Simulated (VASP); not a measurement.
These are PBEsol GGA, VASP's PBE PAW potentials (set 64) (plane waves; VASP 6.6.1) values and carry that method's errors.

Input for VASP

**INCAR**
```
# general
SYSTEM  = W
PREC    = Accurate
ENCUT   = 480   # plane-wave cut-off (eV)
LREAL   = .FALSE.   # projection in real space or not
LASPH   = .TRUE.

# electronic loop
EDIFF   = 1E-7
NELM    = 100
ALGO    = Normal
LMAXMIX = 6

# smearing
ISMEAR  = 1
SIGMA   = 0.1

# functional
GGA     = PS   # PBEsol

# ions
ISIF    = 2   # forces and stress, cell fixed

# output
LWAVE   = .FALSE.
LCHARG  = .FALSE.
```

KPOINTS:
```
Automatic
0
gamma
16 16 16
0 0 0
```

POSCAR:
```
W
1
   -1.5785728233     1.5785728233     1.5627870951
    1.5785728233    -1.5785728233     1.5627870951
    1.5785728233     1.5785728233    -1.5627870951
W
1
Direct
  0.0000000000   0.0000000000   0.0000000000
```

POTCAR, in this order: W_sv (PBE.64 set). Program: vasp_std.

The resulting files:

File OSZICAR:
```
       N       E                     dE             d eps       ncg     rms          rms(c)
DAV:   1     0.717708875262E+02    0.71771E+02   -0.75545E+03  7726   0.138E+03
DAV:   2    -0.130252502940E+02   -0.84796E+02   -0.81960E+02  8263   0.322E+02
DAV:   3    -0.144809726219E+02   -0.14557E+01   -0.14445E+01  8805   0.419E+01
DAV:   4    -0.144881308071E+02   -0.71582E-02   -0.71541E-02  8255   0.322E+00
DAV:   5    -0.144881873479E+02   -0.56541E-04   -0.56539E-04  8726   0.288E-01    0.224E+01
DAV:   6    -0.139536920300E+02    0.53450E+00   -0.60118E-01  8248   0.102E+01    0.900E+00
DAV:   7    -0.138110723629E+02    0.14262E+00   -0.32222E-01  8533   0.698E+00    0.599E-01
DAV:   8    -0.138063380097E+02    0.47344E-02   -0.45840E-03  7960   0.106E+00    0.152E-01
DAV:   9    -0.138060461927E+02    0.29182E-03   -0.22446E-04  8857   0.177E-01    0.372E-02
DAV:  10    -0.138060455966E+02    0.59611E-06   -0.15667E-05  8398   0.554E-02    0.331E-03
DAV:  11    -0.138060457168E+02   -0.12018E-06   -0.14476E-07  6863   0.514E-03    0.474E-04
DAV:  12    -0.138060456841E+02    0.32671E-07   -0.69741E-09  4373   0.124E-03
   1 F= -.13806046E+02 E0= -.13805912E+02  d E =-.400768E-03
```

OUTCAR:
```
------------------------ aborting loop because EDIFF is reached ----------------------------------------
  FORCE on cell =-STRESS in cart. coord.  units (eV):
  Direction    XX          YY          ZZ          XY          YZ          ZX
  --------------------------------------------------------------------------------------
  Total        0.1665273      0.1665273      0.4570604      0.0000000      0.0000000     -0.0000000
  in kB       17.1280146     17.1280146     47.0105315      0.0000000      0.0000000     -0.0000000
  external PRESSURE =      27.0888536 kB  Pullay stress =       0.0000000 kB
  volume of cell :       15.58
      direct lattice vectors                 reciprocal lattice vectors
    -1.578572823  1.578572823  1.562787095     0.000000000  0.316741802  0.319941214
     1.578572823 -1.578572823  1.562787095     0.316741802  0.000000000  0.319941214
     1.578572823  1.578572823 -1.562787095     0.316741802  0.316741802  0.000000000
 POSITION                                       TOTAL-FORCE (eV/Angst)
 -----------------------------------------------------------------------------------
      0.00000      0.00000      0.00000         0.000000     -0.000000      0.000000
 -----------------------------------------------------------------------------------
    total drift:                                0.000000     -0.000000      0.000000
  FREE ENERGIE OF THE ION-ELECTRON SYSTEM (eV)
  ---------------------------------------------------
  free  energy   TOTEN  =       -13.8060456841 eV

  energy  without entropy=      -13.8056449164  energy(sigma->0) =      -13.80591209
```
(Selected blocks of OUTCAR.)

The compound is W in the bcc structure. This cell was strained or had an atom moved on purpose.
